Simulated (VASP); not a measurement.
Data:

```
CdTe
1.0
    0.00000     3.20287     3.20287
    3.20287     0.00000     3.20287
    3.20287     3.20287     0.00000
Cd Te
1 1
Direct
  0.00000   0.00000   0.00000
  0.25000   0.25000   0.25000
```

Method: LDA (Ceperley-Alder, Perdew-Zunger) with spin-orbit coupling, VASP's LDA PAW potentials (set 64) (plane waves; VASP). Run with 400 eV cut-off, 7×7×7 Γ-centred mesh, Gaussian smearing of 0.050 eV, potentials Cd Te.

### Question
What does the run give for the energy per atom (σ→0), band gap (over mesh and band path) with the smallest direct gap where there is one?

### Answer

```json
{
 "band gap (over mesh and band path)": "0.38 eV",
 "smallest direct gap (over mesh and band path)": "0.38 eV",
 "energy per atom (σ→0)": "-298.1 kJ/mol of atoms"
}
```

Only differences to runs with the same potentials and settings are physical.

The compound is CdTe in the zinc blende structure. It was relaxed first.
